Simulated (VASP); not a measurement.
Input:

```
CELL_PARAMETERS angstrom
     -1.65000     1.65000     1.65000
      1.65000    -1.65000     1.65000
      1.65000     1.65000    -1.65000
ATOMIC_POSITIONS crystal
  Nb 0.00000 0.00000 0.00000
```

Computed with LDA (Ceperley-Alder, Perdew-Zunger), VASP's LDA PAW potentials (set 64) (plane waves; VASP). Settings: 400 eV cut-off, 14×14×14 Γ-centred mesh, first-order Methfessel-Paxton smearing of 0.10 eV, potentials Nb_sv.

Energy and stress use the plane-wave basis of the starting cell.

### Question
The ions, cell shape and volume are relaxed. Predict the relaxed structure.

### Answer

```
CELL_PARAMETERS angstrom
     -1.62152     1.62152     1.62152
      1.62152    -1.62152     1.62152
      1.62152     1.62152    -1.62152
ATOMIC_POSITIONS crystal
  Nb 0.00000 0.00000 0.00000
```
Space group Im-3m (229), at a tolerance of 0.03 Å.

### Question
How do energy and volume change from the first to the last step?

### Answer
The energy (σ→0) changes by -27.1 meV/atom and the volume by -5.1 %, in 4 ionic steps.

```csv
step,E(σ→0) (eV),max force (eV/Å),pressure (GPa),volume (Å³)
1,-11.2252,0.000,-9.03,17.97
2,-11.1484,0.000,22.50,15.46
3,-11.2522,0.000,-0.38,17.08
4,-11.2523,0.000,-0.02,17.05
```

The compound is Nb in the bcc structure. This run relaxes it. Symmetry was kept, so distortions that lower it aren't found.
